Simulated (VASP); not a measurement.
Level of theory: AM05 GGA, VASP's PBE PAW potentials (set 64) (plane waves; VASP).

VASP input:

### INCAR
```
SYSTEM  =  Li
PREC  =  Accurate; ENCUT  =  520; LREAL  =  .FALSE.
LASPH  =  .TRUE.
EDIFF  =  1E-7; NELM  =  100; ALGO  =  Normal
ISMEAR  =  -5
GGA  =  AM
ISIF  =  2
LWAVE  =  .FALSE.; LCHARG  =  .TRUE.; LORBIT  =  11
NEDOS  =  601
```

File KPOINTS:
```
Automatic mesh
0
Gamma
17 17 17
0 0 0
```

### POSCAR
```
Li
1
   -1.7242833522     1.7242833522     1.7242833522
    1.7242833522    -1.7242833522     1.7242833522
    1.7242833522     1.7242833522    -1.7242833522
Li
1
Direct
  0.0000000000   0.0000000000   0.0000000000
```

POTCAR, in this order: Li_sv (PBE.64 set). Program: vasp_std.

### Question
What does the run give for the energy per atom (σ→0), band gap (on the k-mesh)?

### Answer

```json
{
  "energy per atom (σ→0)": "-1.910 eV/atom",
  "band gap (on the k-mesh)": "none (metal, semimetal or under 0.01 eV)"
}
```

OSZICAR:
```
...
DAV:   5    -0.191512639768E+01   -0.42180E-04   -0.42150E-04  2130   0.150E-01    0.440E-01
DAV:   6    -0.191186400431E+01    0.32624E-02   -0.10495E-03  2460   0.270E-01    0.246E-01
DAV:   7    -0.191036507978E+01    0.14989E-02   -0.31156E-03  2785   0.416E-01    0.357E-02
DAV:   8    -0.191040722074E+01   -0.42141E-04   -0.36539E-04  1885   0.196E-01    0.138E-02
DAV:   9    -0.191039704370E+01    0.10177E-04   -0.11108E-05  2025   0.508E-02    0.909E-04
DAV:  10    -0.191039645212E+01    0.59157E-06   -0.15391E-06  2025   0.151E-02    0.808E-04
DAV:  11    -0.191039640891E+01    0.43208E-07   -0.71548E-08  1270   0.328E-03
   1 F= -.19103964E+01 E0= -.19103964E+01  d E =0.000000E+00
```

The compound is Li in the bcc structure. It was relaxed first.
